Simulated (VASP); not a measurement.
All values below come from PBE GGA with D3 dispersion (zero damping), VASP's PBE PAW potentials (set 64) (plane waves; VASP 6.6.1).

VASP ran on this input.

**POSCAR**
```
HfB2
1.0
  1.5466591708  -2.6788924923   0.0000000000
  1.5466591708   2.6788924923   0.0000000000
  0.0000000000   0.0000000000   3.4388186041
Hf B
1 2
Direct
  1.0000000000   0.0000000000   0.0000000000
  0.3333330000   0.6666670000   0.5000000000
  0.6666670000   0.3333330000   0.5000000000
```

KPOINTS:
```
Automatic
0
G
  11 11 9
0 0 0
```

### INCAR
```
SYSTEM = HfB2
PREC = Accurate
ENCUT = 520
EDIFF = 1E-7
NELM = 100
ALGO = Normal
LREAL = .FALSE.
LASPH = .TRUE.
ISMEAR = 1
SIGMA = 0.1
GGA = PE
IVDW = 11
LMAXMIX = 6
LWAVE = .FALSE.
LCHARG = .FALSE.
ISIF = 4
IBRION = 2
NSW = 30
EDIFFG = -0.01
```

POTCAR, in this order: Hf_pv B (PBE.64 set). Program: vasp_std.

Problem. What will the output report for the number of irreducible k-points (NKPTS), largest plane-wave count, number of space-group operations, FFT grid (NGX, NGY, NGZ)?

Solution. 
```
Property                                      Result
--------------------------------------  ------------
number of irreducible k-points (NKPTS)            80
largest plane-wave count                         778
number of space-group operations                  24
FFT grid (NGX, NGY, NGZ)                24 × 24 × 28
```

The compound is HfB2 in the AlB2 type structure. This cell is one point of a volume scan, at 0.97 of the reference volume. Symmetry was kept, so distortions that lower it aren't found.
